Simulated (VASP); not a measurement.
Computed with PBEsol GGA, VASP's PBE PAW potentials (set 64) (plane waves; VASP).

VASP ran on this input.

**INCAR**
```
ALGO  =  Normal
EDIFF  =  1E-6
EDIFFG  =  -0.02
ENCUT  =  500
GGA  =  PS
IBRION  =  2
ISIF  =  3
ISMEAR  =  1
LASPH  =  T
LCHARG  =  F
LMAXMIX  =  4
LREAL  =  F
LWAVE  =  F
NELM  =  100
NSW  =  40
PREC  =  Accurate
SIGMA  =  0.1
SYSTEM  =  Nb
```

KPOINTS:
```
Automatic mesh
0
Gamma
16 16 16
0 0 0
```

### POSCAR
```
Nb
1.0
 -1.6338402153   1.6338402153   1.6338402153
  1.6338402153  -1.6338402153   1.6338402153
  1.6338402153   1.6338402153  -1.6338402153
Nb
1
direct
  0.0000000000   0.0000000000   0.0000000000
```

POTCAR, in this order: Nb_sv (PBE.64 set). Program: vasp_std.

The run wrote:

**OSZICAR**
```
       N       E                     dE             d eps       ncg     rms          rms(c)
DAV:   1     0.110735661265E+03    0.11074E+03   -0.73955E+03  2948   0.126E+03
DAV:   2    -0.634609876777E+01   -0.11708E+03   -0.11436E+03  3110   0.438E+02
DAV:   3    -0.111313145854E+02   -0.47852E+01   -0.45439E+01  4400   0.749E+01
DAV:   4    -0.114089277765E+02   -0.27761E+00   -0.27530E+00  4044   0.155E+01
DAV:   5    -0.114178200823E+02   -0.88923E-02   -0.88892E-02  4422   0.243E+00    0.774E+00
DAV:   6    -0.110015902661E+02    0.41623E+00   -0.80140E-01  4486   0.118E+01    0.274E+00
DAV:   7    -0.109502308125E+02    0.51359E-01   -0.24187E-01  4562   0.637E+00    0.956E-01
DAV:   8    -0.109544996916E+02   -0.42689E-02   -0.12927E-02  3258   0.174E+00    0.463E-02
DAV:   9    -0.109545522729E+02   -0.52581E-04   -0.99066E-04  5024   0.348E-01    0.425E-02
DAV:  10    -0.109545692744E+02   -0.17002E-04   -0.22674E-05  3468   0.669E-02    0.172E-02
DAV:  11    -0.109545657900E+02    0.34844E-05   -0.74760E-06  3304   0.539E-02    0.296E-03
DAV:  12    -0.109545657352E+02    0.54792E-07   -0.33627E-07  1746   0.693E-03
   1 F= -.10954566E+02 E0= -.10954478E+02  d E =-.109546E+02
```

File OUTCAR:
```
------------------------ aborting loop because EDIFF is reached ----------------------------------------
  FORCE on cell =-STRESS in cart. coord.  units (eV):
  Direction    XX          YY          ZZ          XY          YZ          ZX
  --------------------------------------------------------------------------------------
  Total       -0.0011278     -0.0011278     -0.0011278     -0.0000000     -0.0000000     -0.0000000
  in kB       -0.1035780     -0.1035780     -0.1035780     -0.0000000     -0.0000000     -0.0000000
  external PRESSURE =      -0.1035780 kB  Pullay stress =       0.0000000 kB
  volume of cell :       17.45
      direct lattice vectors                 reciprocal lattice vectors
    -1.633840215  1.633840215  1.633840215     0.000000000  0.306027478  0.306027478
     1.633840215 -1.633840215  1.633840215     0.306027478  0.000000000  0.306027478
     1.633840215  1.633840215 -1.633840215     0.306027478  0.306027478  0.000000000
 POSITION                                       TOTAL-FORCE (eV/Angst)
 -----------------------------------------------------------------------------------
      0.00000      0.00000      0.00000         0.000000      0.000000      0.000000
 -----------------------------------------------------------------------------------
    total drift:                                0.000000     -0.000000     -0.000000
  FREE ENERGIE OF THE ION-ELECTRON SYSTEM (eV)
  ---------------------------------------------------
  free  energy   TOTEN  =       -10.9545657352 eV

  energy  without entropy=      -10.9543020724  energy(sigma->0) =      -10.95447785

 reached required accuracy - stopping structural energy minimisation
```
(Selected blocks of OUTCAR.)

The compound is Nb in the bcc structure. It was relaxed first.
